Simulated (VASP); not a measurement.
**MoS (relaxed from the zinc blende structure, space group F-43m): computed properties**

Computed with PBEsol GGA, VASP's PBE PAW potentials (set 64) (plane waves; VASP).

```yaml
space_group: F-43m (216)
cell: a = 5.2720 Å, b = 5.2720 Å, c = 5.2720 Å, α = 90.00°, β = 90.00°, γ = 90.00°
volume_per_atom: 18.32 Å³/atom
band gap (over mesh and band path): none (metal, semimetal or under 0.01 eV)
density: 5.80 g/cm³
```

```
CELL_PARAMETERS angstrom
      0.00000     2.63601     2.63601
      2.63601     0.00000     2.63601
      2.63601     2.63601     0.00000
ATOMIC_POSITIONS crystal
  Mo 0.00000 0.00000 0.00000
  S  0.25000 0.25000 0.25000
```

The structure was generated: MoS was put into the zinc blende type (F-43m), which need not be its known phase. It was relaxed first, which changed the volume by -32 %. Symmetry was kept, so distortions that lower it aren't found.
